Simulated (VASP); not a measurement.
# PmS (Fm-3m) in VASP: further runs

Runs on PmS. Level: PBE+U. Tasks: single point.

Program: VASP 6.6.1. These are calculated values, not measurements. Logs are shortened: lines on timing, memory, paths and dates and some standing lists are left out, and cuts for length are marked.

### Step 1. The structure

It takes space group Fm-3m (No. 225, cubic). Conventional cell: a = 5.677 Å, b = 5.677 Å, c = 5.677 Å, α = 90.00°, β = 90.00°, γ = 90.00°. Pm (site symmetry m-3m) has 6 S at 2.84 Å as nearest neighbours. S (site symmetry m-3m) has 6 Pm at 2.84 Å as nearest neighbours.

The cell comes from a database or a generator and needn't be the stable form of this composition.

### Step 2. Single point, PBE+U, collinear spin, antiferromagnetic start

Input file INCAR:

```
PREC = Accurate ; ENCUT = 520
EDIFF = 1E-7 ; ISMEAR = 0
SIGMA = 0.05 ; LREAL = F
LASPH = T ; NELM = 100
ALGO = Normal ; ISIF = 2
LWAVE = F ; LCHARG = F
ISPIN = 2 ; MAGMOM = 4 -4 0 0
LORBIT = 11 ; LMAXMIX = 6
LDAU = T ; LDAUTYPE = 2
LDAUL = 3 -1 ; LDAUU = 6 0
LDAUJ = 0 0 ; LDAUPRINT = 1
GGA = PE ; NBANDS = 33
```

Input file KPOINTS:

```
regular mesh
0
Gamma
  6 6 6
```

Input file POSCAR:

```
PmS
1.0
    0.0000000000      2.8386760400      2.8386760400
    2.8386760400      0.0000000000      2.8386760400
    5.6773520800      5.6773520800      0.0000000000
Pm S
2 2
Direct
    0.5000000000      0.5000000000      0.2500000000
    0.5000000000      0.5000000000      0.7500000000
    0.0000000000      0.0000000000      0.0000000000
    0.0000000000      0.0000000000      0.5000000000
```

Potentials or basis: VASP PAW PBE potentials, release 64 (Pm, S).

Command:

```bash
$ cat potpaw_PBE.64/Pm/POTCAR potpaw_PBE.64/S/POTCAR > POTCAR
$ mpirun -np 1 vasp_std > vasp.out
```

OUTCAR:

```text
PREC = Accurate
   ENCUT = 520
   EDIFF = 1E-7
   ISMEAR = 0
   LREAL = F
   LASPH = T
   NELM = 100
   ISIF = 2
   ISPIN = 2
   LORBIT = 11
   GGA = PE

 ion  position               nearest neighbor table
   1  0.500  0.500  0.250-   3 2.84   3 2.84   4 2.84   3 2.84   4 2.84   4 2.84
   2  0.500  0.500  0.750-   4 2.84   3 2.84   4 2.84   3 2.84   4 2.84   3 2.84
   3  0.000  0.000  0.000-   2 2.84   1 2.84   2 2.84   1 2.84   2 2.84   1 2.84
   4  0.000  0.000  0.500-   1 2.84   1 2.84   2 2.84   1 2.84   2 2.84   2 2.84

  LATTYP: Found a trigonal (rhomboedric) cell.
 ALAT       =     6.9533078431
 COS(alpha) =     0.8333333333

  Lattice vectors:

 A1 = (   5.6773520800,   2.8386760400,  -2.8386760400)
 A2 = (   2.8386760400,   2.8386760400,  -5.6773520800)
 A3 = (   2.8386760400,   5.6773520800,  -2.8386760400)

Analysis of symmetry for initial positions (statically):
=====================================================================
 Subroutine PRICEL returns following result:

  LATTYP: Found a face centered cubic cell.
 ALAT       =     5.6773520800
[... 12 lines left out ...]
 Subroutine GETGRP returns: Found 12 space group operations
 (whereof 12 operations were pure point group operations)
 out of a pool of 12 trial point group operations.

The static configuration has the point symmetry D_3d.

Analysis of symmetry for dynamics (positions and initial velocities):
=====================================================================
 Subroutine PRICEL returns following result:

  LATTYP: Found a face centered cubic cell.
 ALAT       =     5.6773520800
[... 12 lines left out ...]
 Subroutine GETGRP returns: Found 12 space group operations
 (whereof 12 operations were pure point group operations)
 out of a pool of 12 trial point group operations.

The dynamic configuration has the point symmetry D_3d.

Analysis of structural, dynamic, and magnetic symmetry:
=====================================================================
 Subroutine PRICEL returns following result:

  LATTYP: Found a face centered cubic cell.
 ALAT       =     5.6773520800
[... 12 lines left out ...]
 Subroutine GETGRP returns: Found 12 space group operations
 (whereof 12 operations were pure point group operations)
 out of a pool of 12 trial point group operations.

The overall configuration has the point symmetry D_3d.

 Subroutine INISYM returns: Found 12 space group operations
 (whereof 12 operations are pure point group operations),
 and found     2 'primitive' translations

----------------------------------------------------------------------------------------

                                     Primitive cell

  volume of cell :      45.7486

  direct lattice vectors                    reciprocal lattice vectors
     0.000000000  2.838676040  2.838676040    -0.176138451  0.176138451  0.176138451
[... 181 lines left out ...]
  o =  0.9836  v = -0.4004  0.4800 -0.3102 -0.5065 -0.3102 -0.0000  0.4004  0.0000  0.0000  0.0000  0.0000  0.0000  0.0000  0.0000      0.0000  0.0000  0.0000  0.0000  0.0000  0.0000  0.0000  0.0000  0.0000  0.0000  0.0000  0.0000  0.0000  0.0000

atom =   2  type =  1  l = 3

 onsite density matrix

spin component  1

  0.0059 -0.0000  0.0024  0.0001 -0.0000 -0.0001 -0.0002
 -0.0000  0.0024 -0.0000 -0.0001 -0.0000  0.0000  0.0000
  0.0024 -0.0000  0.0047  0.0001  0.0002  0.0002  0.0000
  0.0001 -0.0001  0.0001  0.0078  0.0001 -0.0000 -0.0001
 -0.0000 -0.0000  0.0002  0.0001  0.0047 -0.0002 -0.0024
 -0.0001  0.0000  0.0002 -0.0000 -0.0002  0.0028 -0.0001
 -0.0002  0.0000  0.0000 -0.0001 -0.0024 -0.0001  0.0059

spin component  2

  0.5809 -0.1772 -0.1915 -0.0105  0.0604  0.2336 -0.3051
 -0.1772  0.2739 -0.1373 -0.2242 -0.1373 -0.0000  0.1772
 -0.1915 -0.1373  0.6798  0.2900 -0.2130  0.0833 -0.0604
 -0.0105 -0.2242  0.2900  0.4326  0.2900  0.0000  0.0105
  0.0604 -0.1373 -0.2130  0.2900  0.6798 -0.0833  0.1915
  0.2336 -0.0000  0.0833  0.0000 -0.0833  0.8282  0.2336
 -0.3051  0.1772 -0.0604  0.0105  0.1915  0.2336  0.5809

 occupancies and eigenvectors

  o =  0.0023  v =  0.3536 -0.0000 -0.4564 -0.0000  0.4564  0.5774  0.3536  0.0000  0.0000  0.0000  0.0000  0.0000  0.0000  0.0000      0.0000  0.0000  0.0000  0.0000  0.0000  0.0000  0.0000  0.0000  0.0000  0.0000  0.0000  0.0000  0.0000  0.0000
  o =  0.0024  v = -0.0085 -0.9998 -0.0066 -0.0107 -0.0066 -0.0000  0.0085  0.0000  0.0000  0.0000  0.0000  0.0000  0.0000  0.0000      0.0000  0.0000  0.0000  0.0000  0.0000  0.0000  0.0000  0.0000  0.0000  0.0000  0.0000  0.0000  0.0000  0.0000
  o =  0.0031  v = -0.4292 -0.0000  0.5647 -0.0132  0.5612  0.0045  0.4263  0.0000  0.0000  0.0000  0.0000  0.0000  0.0000  0.0000      0.0000  0.0000  0.0000  0.0000  0.0000  0.0000  0.0000  0.0000  0.0000  0.0000  0.0000  0.0000  0.0000  0.0000
  o =  0.0031  v =  0.2566  0.0000 -0.3126 -0.0001  0.3188 -0.8164  0.2613  0.0000  0.0000  0.0000  0.0000  0.0000  0.0000  0.0000      0.0000  0.0000  0.0000  0.0000  0.0000  0.0000  0.0000  0.0000  0.0000  0.0000  0.0000  0.0000  0.0000  0.0000
  o =  0.0076  v =  0.2980  0.0000  0.2455  0.4300 -0.4994  0.0112  0.6454  0.0000  0.0000  0.0000  0.0000  0.0000  0.0000  0.0000      0.0000  0.0000  0.0000  0.0000  0.0000  0.0000  0.0000  0.0000  0.0000  0.0000  0.0000  0.0000  0.0000  0.0000
  o =  0.0076  v = -0.5725 -0.0000 -0.4356  0.6939  0.0260 -0.0069 -0.0121  0.0000  0.0000  0.0000  0.0000  0.0000  0.0000  0.0000      0.0000  0.0000  0.0000  0.0000  0.0000  0.0000  0.0000  0.0000  0.0000  0.0000  0.0000  0.0000  0.0000  0.0000
  o =  0.0081  v = -0.4564  0.0185 -0.3535 -0.5773 -0.3535 -0.0000  0.4564  0.0000  0.0000  0.0000  0.0000  0.0000  0.0000  0.0000      0.0000  0.0000  0.0000  0.0000  0.0000  0.0000  0.0000  0.0000  0.0000  0.0000  0.0000  0.0000  0.0000  0.0000
  o =  0.0316  v =  0.0000  0.0000  0.0000  0.0000  0.0000  0.0000  0.0000 -0.0541  0.0000  0.4410 -0.6963  0.5264  0.0792 -0.1855      0.0000  0.0000  0.0000  0.0000  0.0000  0.0000  0.0000  0.0000  0.0000  0.0000  0.0000  0.0000  0.0000  0.0000
  o =  0.0316  v =  0.0000  0.0000  0.0000  0.0000  0.0000  0.0000  0.0000  0.6108  0.0000  0.3100 -0.1396 -0.1161 -0.3951  0.5845      0.0000  0.0000  0.0000  0.0000  0.0000  0.0000  0.0000  0.0000  0.0000  0.0000  0.0000  0.0000  0.0000  0.0000
  o =  0.0615  v =  0.0000  0.0000  0.0000  0.0000  0.0000  0.0000  0.0000 -0.2191 -0.8773 -0.1697 -0.2771 -0.1697 -0.0000  0.2191      0.0000  0.0000  0.0000  0.0000  0.0000  0.0000  0.0000  0.0000  0.0000  0.0000  0.0000  0.0000  0.0000  0.0000
  o =  0.9825  v =  0.0000  0.0000  0.0000  0.0000  0.0000  0.0000  0.0000  0.3536 -0.0000 -0.4564  0.0000  0.4564  0.5774  0.3536      0.0000  0.0000  0.0000  0.0000  0.0000  0.0000  0.0000  0.0000  0.0000  0.0000  0.0000  0.0000  0.0000  0.0000
  o =  0.9827  v =  0.0000  0.0000  0.0000  0.0000  0.0000  0.0000  0.0000 -0.0290 -0.0000 -0.5136 -0.0221  0.4738 -0.7091 -0.0878      0.0000  0.0000  0.0000  0.0000  0.0000  0.0000  0.0000  0.0000  0.0000  0.0000  0.0000  0.0000  0.0000  0.0000
  o =  0.9827  v =  0.0000  0.0000  0.0000  0.0000  0.0000  0.0000  0.0000  0.5383  0.0000 -0.3351 -0.4024 -0.3894  0.0390 -0.5319      0.0000  0.0000  0.0000  0.0000  0.0000  0.0000  0.0000  0.0000  0.0000  0.0000  0.0000  0.0000  0.0000  0.0000
  o =  0.9836  v =  0.0000  0.0000  0.0000  0.0000  0.0000  0.0000  0.0000  0.4004 -0.4800  0.3102  0.5065  0.3102 -0.0000 -0.4004      0.0000  0.0000  0.0000  0.0000  0.0000  0.0000  0.0000  0.0000  0.0000  0.0000  0.0000  0.0000  0.0000  0.0000

 number of electron      42.0000005 magnetization      -0.0000000

 Free energy of the ion-electron system (eV)
  ---------------------------------------------------
  ext. energy  EPLUGINS =         0.00000000
  ---------------------------------------------------
  free energy    TOTEN  =       -30.00400952 eV

  energy without entropy =      -30.00029177  energy(sigma->0) =      -30.00215065

 E-fermi :   8.2219     XC(G=0): -10.5402

 val. band max:        8.2048933827   @ k =  -0.1667   0.3333   0.1667
 cond. band min:       8.2337559200   @ k =  -0.1667   0.0000   0.3333
 fundamental gap:      0.0288625373
 Fermi energy:         8.2218811189

 spin component 1

 k-point     1 :       0.0000    0.0000    0.0000
  band No.  band energies     occupation
      1     -32.1524      1.00000
      2     -30.2482      1.00000
      3     -12.6645      1.00000
      4     -12.2498      1.00000
      5     -12.2498      1.00000
      6     -11.1955      1.00000
[... 1721 lines left out ...]
     32      11.3228      0.00000
     33      11.3903      0.00000

 [... further k-points ...]
[... 5 lines left out ...]
  --------------------------------------------------------------------------------------
  -------------------------------------------------------------------------------------
  Total        1.1531761      1.1531761      1.1531761      0.2531616     -0.2531616     -0.2531616
  in kB       20.1929010     20.1929010     20.1929010      4.4330329     -4.4330329     -4.4330329
  external PRESSURE =      20.1929010 kB  Pullay stress =       0.0000000 kB

 VOLUME and BASIS-vectors are now :
 -----------------------------------------------------------------------------
  energy-cutoff  :      520.00
  volume of cell :       91.50
      direct lattice vectors                 reciprocal lattice vectors
     0.000000000  2.838676040  2.838676040    -0.176138451  0.176138451  0.176138451
     2.838676040  0.000000000  2.838676040     0.176138451 -0.176138451  0.176138451
     5.677352080  5.677352080  0.000000000     0.088069225  0.088069225 -0.088069225

 POSITION                                       TOTAL-FORCE (eV/Angst)
 -----------------------------------------------------------------------------------
      2.83868      2.83868      2.83868         0.000000      0.000000      0.000000
      5.67735      5.67735      2.83868        -0.000000     -0.000000     -0.000000
      0.00000      0.00000      0.00000         0.000000      0.000000     -0.000000
      2.83868      2.83868      0.00000         0.000000      0.000000     -0.000000
 -----------------------------------------------------------------------------------
    total drift:                                0.000000      0.000000      0.000000

  FREE ENERGIE OF THE ION-ELECTRON SYSTEM (eV)
  ---------------------------------------------------
  free  energy   TOTEN  =       -30.0040095187 eV

  energy  without entropy=      -30.0002917726  energy(sigma->0) =      -30.00215065

 total charge

# of ion       s       p       d       f       tot
--------------------------------------------------
    1        1.995   5.577   0.611   4.086  12.270
    2        1.995   5.577   0.611   4.086  12.270
    3        1.318   2.456   0.000   0.000   3.774
    4        1.318   2.456   0.000   0.000   3.774
--------------------------------------------------
tot          6.627  16.067   1.222   8.173  32.088

 magnetization (x)

# of ion       s       p       d       f       tot
--------------------------------------------------
    1       -0.014   0.009   0.101   4.019   4.115
    2        0.014  -0.009  -0.101  -4.019  -4.115
    3        0.000   0.000   0.000   0.000   0.000
    4        0.000   0.000   0.000   0.000   0.000
--------------------------------------------------
tot          0.000   0.000   0.000   0.000   0.000
```

It took 14 min on 1 thread of Intel Xeon Platinum 8488C (Sapphire Rapids), shared host; peak memory 0.37 GiB.

The run converged, but a check on its numbers failed (symmetry, net force, bounds or a known fault of this set-up), so they aren't taken as properties of the crystal.

Caveat: the magnetic or orbital state may not be the lowest; the result breaks the symmetry of the cell; spin-orbit coupling is left out, which moves the levels of the heavy elements.

### Step 3. Single point, PBE+U, collinear spin, zero start

This run uses another cell than the first one: it holds 2 atoms, not 4.

Input file INCAR:

```
SYSTEM = PmS
PREC     = Accurate       ! precision mode
ENCUT    = 520            ! plane-wave cutoff, eV
EDIFF    = 1E-6           ! SCF threshold, eV
ISMEAR   = 0              ! smearing method
SIGMA    = 0.05           ! smearing width, eV
LREAL    = .False.        ! projectors in reciprocal space
LASPH    = .True.         ! aspherical terms in the spheres
NELM     = 150            ! most SCF steps
ALGO     = Normal         ! electronic algorithm
ISIF     = 2              ! what is computed and relaxed
LWAVE    = .False.        ! write WAVECAR
LCHARG   = .False.        ! write CHGCAR
ISPIN    = 2              ! spin polarisation
MAGMOM   = 0 0            ! initial moments
LORBIT   = 11             ! projections on sites
LMAXMIX  = 6              ! l up to which the mixer works
LDAU     = .True.         ! DFT+U
LDAUTYPE = 2            
LDAUL    = 3 -1           ! shell
LDAUU    = 6 0            ! U, eV
LDAUJ    = 0 0          
LDAUPRINT= 1            
GGA      = PE             ! functional
NBANDS   = 22             ! bands
```

Input file KPOINTS:

```
Automatic mesh
0
Gamma
  6 6 6
  0 0 0
```

Input file POSCAR:

```
PmS
1.0
    0.0000000000      2.8386760400      2.8386760400
    2.8386760400      0.0000000000      2.8386760400
    2.8386760400      2.8386760400      0.0000000000
Pm S
1 1
Direct
    0.5000000000      0.5000000000      0.5000000000
    0.0000000000      0.0000000000      0.0000000000
```

Potentials or basis: VASP PAW PBE potentials, release 64 (Pm, S).

Command:

```bash
$ cat potpaw_PBE.64/Pm/POTCAR potpaw_PBE.64/S/POTCAR > POTCAR
$ mpirun -np 1 vasp_std > vasp.out
```

It took 2 min on 1 thread of Intel Xeon Platinum 8488C (Sapphire Rapids), shared host; peak memory 0.21 GiB.

It converged, with:

```
Free energy                                           : -13.5564 eV
Pressure                                              : 5.4 GPa
Band gap on the k mesh                                : none (metal or under the smearing width)
Net moment                                            : 4.70 μB per cell
Site moments                                          : Pm +4.45; S -0.07 μB
Valence electrons inside the program's atomic spheres : Pm 12.44; S 3.79
```

Levels at points of the mesh, in eV from the Fermi level:
Spin up:
| k point | band 10 | band 11 | band 12 | band 13 | band 14 | band 15 | band 16 | band 17 |
| --- | --- | --- | --- | --- | --- | --- | --- | --- |
| (0.00, 0.00, 0.00) | -3.01 | -3.01 | 0.58 | 0.58 | 0.58 | 0.60 | 0.60 | 0.60 |
| (0.50, 0.00, 0.00) | -3.54 | -3.41 | -0.15 | -0.01 | -0.01 | 2.75 | 3.43 | 3.78 |
| (0.50, 0.50, 0.00) | -2.71 | -2.71 | -1.60 | -0.05 | 0.21 | 0.21 | 2.96 | 3.22 |
Spin down:
```csv
k point,band 4,band 5,band 6,band 7,band 8,band 9,band 10,band 11,band 12,band 13
"(0.00, 0.00, 0.00)",-17.51,-13.94,-2.74,-2.74,-2.74,1.19,1.19,1.19,2.21,2.21
"(0.50, 0.00, 0.00)",-17.56,-12.36,-5.70,-4.35,-4.35,3.10,4.03,4.56,4.56,5.15
"(0.50, 0.50, 0.00)",-17.75,-13.63,-3.69,-2.99,-2.99,-1.04,3.63,4.91,5.28,5.36
```

Eigenvalues of the final occupation matrices:
| site | spin | trace | eigenvalues |
| --- | --- | --- | --- |
| site 1 f | 1 | 4.40 | 0.00 0.48 0.48 0.48 0.98 0.98 0.98 |
| site 1 f | 2 | 0.02 | 0.00 0.00 0.00 0.00 0.00 0.00 0.00 |

Caveat: the magnetic or orbital state may not be the lowest; spin-orbit coupling is left out, which moves the levels of the heavy elements.

### Step 4. Single point, PBE+U, collinear spin, ferromagnetic start

This run uses another cell than the first one: it holds 2 atoms, not 4.

Input file INCAR:

```
ALGO = Normal ; EDIFF = 1E-7
ENCUT = 520 ; GGA = PE
ISIF = 2 ; ISMEAR = 0
ISPIN = 2 ; LASPH = T
LCHARG = T ; LDAU = T
LDAUJ = 0 0 ; LDAUL = 3 -1
LDAUPRINT = 1 ; LDAUTYPE = 2
LDAUU = 6 0 ; LELF = T
LMAXMIX = 6 ; LORBIT = 11
LREAL = F ; LVHAR = T
LWAVE = F ; MAGMOM = 4 0
NBANDS = 22 ; NELM = 120
NUPDOWN = 2 ; PREC = Accurate
SIGMA = 0.05
```

Input file KPOINTS:

```
k-points
0
Gamma
  6 6 6
```

POSCAR is that of step 3.

Command:

```bash
$ cat potpaw_PBE.64/Pm/POTCAR potpaw_PBE.64/S/POTCAR > POTCAR
$ mpirun -np 1 vasp_std > vasp.out
```

Wall time 65 s (1 thread of Intel Xeon Platinum 8488C (Sapphire Rapids), shared host); peak memory 0.2 GiB.

Results (log left out):

```yaml
Free_energy: -13.3156 eV
Pressure: 1.1 GPa
Net_moment: 2.00 μB per cell
Site_moments: Pm +2.00; S -0.02 μB
Valence_electrons_inside_the_program's_atomic_spheres: Pm 12.26; S 3.77
```

Eigenvalues of the final occupation matrices:
| site | spin | trace | eigenvalues |
| --- | --- | --- | --- |
| site 1 f | 1 | 3.04 | 0.00 0.03 0.03 0.03 0.98 0.98 0.98 |
| site 1 f | 2 | 1.04 | 0.00 0.00 0.00 0.01 0.01 0.01 0.98 |

Caveat: the magnetic or orbital state may not be the lowest; the moment is held away from its start; spin-orbit coupling is left out, which moves the levels of the heavy elements; the total moment is fixed, so each spin has its own Fermi level.

[end of part 1 of 2]
